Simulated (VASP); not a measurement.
All values below come from PBE GGA, VASP's PBE PAW potentials (set 64) (plane waves; VASP).

VASP input:

### KPOINTS
```
K-points
0
Gamma
14 14 14
0 0 0
```

### INCAR
```
GGA = PE   # PBE
ENCUT = 400   # plane-wave cut-off (eV)
NEDOS = 601   # DOS grid
LASPH = .True.
LORBIT = 11
ALGO = Normal   # blocked Davidson
ISIF = 2   # forces and stress, cell fixed
LMAXMIX = 4
SYSTEM = RhAl
LWAVE = .False.
NELM = 100   # most electronic steps
PREC = Accurate
LREAL = .False.
LCHARG = .True.
EDIFF = 1E-7   # SCF stop (eV)
ISMEAR = -5   # tetrahedra, Bloechl
```

**POSCAR**
```
RhAl
1.0
  0.0000000000   2.4968388409   2.4968388409
  2.4968388409   0.0000000000   2.4968388409
  2.4968388409   2.4968388409   0.0000000000
Rh Al
1 1
Cart
  0.0000000000   0.0000000000   0.0000000000
  2.4968388409   2.4968388409   2.4968388409
```

POTCAR, in this order: Rh_pv Al (PBE.64 set). Program: vasp_std.

The resulting files:

### OSZICAR
```
       N       E                     dE             d eps       ncg     rms          rms(c)
DAV:   1     0.926175624473E+02    0.92618E+02   -0.95179E+03  3112   0.110E+03
DAV:   2    -0.102386219707E+02   -0.10286E+03   -0.98472E+02  2969   0.296E+02
DAV:   3    -0.119522652230E+02   -0.17136E+01   -0.17029E+01  3309   0.411E+01
DAV:   4    -0.119655533766E+02   -0.13288E-01   -0.13283E-01  3024   0.390E+00
DAV:   5    -0.119657929105E+02   -0.23953E-03   -0.23949E-03  3349   0.523E-01    0.643E+00
DAV:   6    -0.118567827449E+02    0.10901E+00   -0.95886E-01  2844   0.107E+01    0.209E+00
DAV:   7    -0.118245935608E+02    0.32189E-01   -0.12373E-01  2809   0.403E+00    0.180E+00
DAV:   8    -0.118187662626E+02    0.58273E-02   -0.12498E-02  3059   0.858E-01    0.170E-01
DAV:   9    -0.118185982946E+02    0.16797E-03   -0.44907E-04  3079   0.216E-01    0.828E-02
DAV:  10    -0.118186129760E+02   -0.14681E-04   -0.29589E-05  3071   0.676E-02    0.842E-03
DAV:  11    -0.118186148073E+02   -0.18313E-05   -0.59968E-07  3274   0.735E-03    0.329E-03
DAV:  12    -0.118186153986E+02   -0.59129E-06   -0.76900E-08  1747   0.303E-03    0.337E-04
DAV:  13    -0.118186155706E+02   -0.17205E-06   -0.81839E-09  1482   0.927E-04    0.141E-04
DAV:  14    -0.118186154291E+02    0.14148E-06   -0.15098E-09  1422   0.486E-04    0.511E-05
DAV:  15    -0.118186154239E+02    0.52823E-08   -0.27448E-10  1377   0.194E-04
   1 F= -.11818615E+02 E0= -.11818615E+02  d E =0.000000E+00
```

**OUTCAR**
```
------------------------ aborting loop because EDIFF is reached ----------------------------------------
  FORCE on cell =-STRESS in cart. coord.  units (eV):
  Direction    XX          YY          ZZ          XY          YZ          ZX
  --------------------------------------------------------------------------------------
  Total       -0.0093771     -0.0093771     -0.0093771     -0.0000000     -0.0000000      0.0000000
  in kB       -0.4825884     -0.4825884     -0.4825884     -0.0000000     -0.0000000      0.0000000
  external PRESSURE =      -0.4825884 kB  Pullay stress =       0.0000000 kB
  volume of cell :       31.13
      direct lattice vectors                 reciprocal lattice vectors
     0.000000000  2.496838841  2.496838841    -0.200253213  0.200253213  0.200253213
     2.496838841  0.000000000  2.496838841     0.200253213 -0.200253213  0.200253213
     2.496838841  2.496838841  0.000000000     0.200253213  0.200253213 -0.200253213
 POSITION                                       TOTAL-FORCE (eV/Angst)
 -----------------------------------------------------------------------------------
      0.00000      0.00000      0.00000         0.000000     -0.000000     -0.000000
      2.49684      2.49684      2.49684        -0.000000      0.000000      0.000000
 -----------------------------------------------------------------------------------
    total drift:                                0.000000     -0.000000     -0.000000
  FREE ENERGIE OF THE ION-ELECTRON SYSTEM (eV)
  ---------------------------------------------------
  free  energy   TOTEN  =       -11.8186154239 eV

  energy  without entropy=      -11.8186154239  energy(sigma->0) =      -11.81861542

 total charge

# of ion       s       p       d       tot
------------------------------------------
    1        0.308   6.187   7.506  14.000
    2        0.448   0.362   0.000   0.810
--------------------------------------------------
tot          0.756   6.548   7.506  14.810
```
(Selected blocks of OUTCAR.)

For a metal the tetrahedron method with Blöchl corrections gives inexact stress and forces.

The structure was generated: RhAl was put into the rock salt type (Fm-3m), which need not be its known phase. It was relaxed first, which changed the volume by -32 %.
